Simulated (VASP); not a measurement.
OSZICAR of a VASP run on CaO (rock salt):

**OSZICAR**
```
       N       E                     dE             d eps       ncg     rms          rms(c)
DAV:   1     0.134789706128E+03    0.13479E+03   -0.87428E+03   840   0.135E+03
DAV:   2    -0.481364051942E+01   -0.13960E+03   -0.13190E+03  1036   0.332E+02
DAV:   3    -0.113081139063E+02   -0.64945E+01   -0.64484E+01  1052   0.747E+01
DAV:   4    -0.115623192462E+02   -0.25421E+00   -0.25391E+00  1276   0.126E+01
DAV:   5    -0.115644634034E+02   -0.21442E-02   -0.21441E-02  1044   0.133E+00    0.991E+00
DAV:   6    -0.926802203811E+01    0.22964E+01   -0.13676E+01   980   0.320E+01    0.413E+00
DAV:   7    -0.920220690402E+01    0.65815E-01   -0.11571E+00  1128   0.996E+00    0.180E+00
DAV:   8    -0.919104043794E+01    0.11166E-01   -0.15137E-01   864   0.410E+00    0.481E-01
DAV:   9    -0.918779130086E+01    0.32491E-02   -0.29308E-02  1072   0.132E+00    0.130E-01
DAV:  10    -0.918841421275E+01   -0.62291E-03   -0.35239E-03   872   0.577E-01    0.549E-02
DAV:  11    -0.918850653421E+01   -0.92321E-04   -0.16356E-03   904   0.315E-01    0.711E-02
DAV:  12    -0.918841188358E+01    0.94651E-04   -0.47809E-04  1004   0.190E-01    0.468E-03
DAV:  13    -0.918840950894E+01    0.23746E-05   -0.14736E-05  1012   0.429E-02    0.162E-03
DAV:  14    -0.918840865230E+01    0.85664E-06   -0.20090E-06   904   0.150E-02    0.106E-03
DAV:  15    -0.918840835354E+01    0.29876E-06   -0.29173E-07   924   0.578E-03    0.466E-04
DAV:  16    -0.918840838645E+01   -0.32912E-07   -0.18050E-08   580   0.151E-03
   1 F= -.91884084E+01 E0= -.91884084E+01  d E =-.200880E-13
```

Q: Which electronic solver shows in the log?

A: It is blocked Davidson (ALGO = Normal, or the opening steps of other solvers). The INCAR had ALGO = Normal.

Q: Can the final energy be trusted as converged?

A: The calculation finished and met its thresholds. It stopped with EDIFF = 1E-7, NELM = 100 (vdW-DF2, plane waves, VASP's PBE PAW potentials (set 64)).

The compound is CaO in the rock salt structure. This cell is one point of a volume scan, at 1.03 of the reference volume.
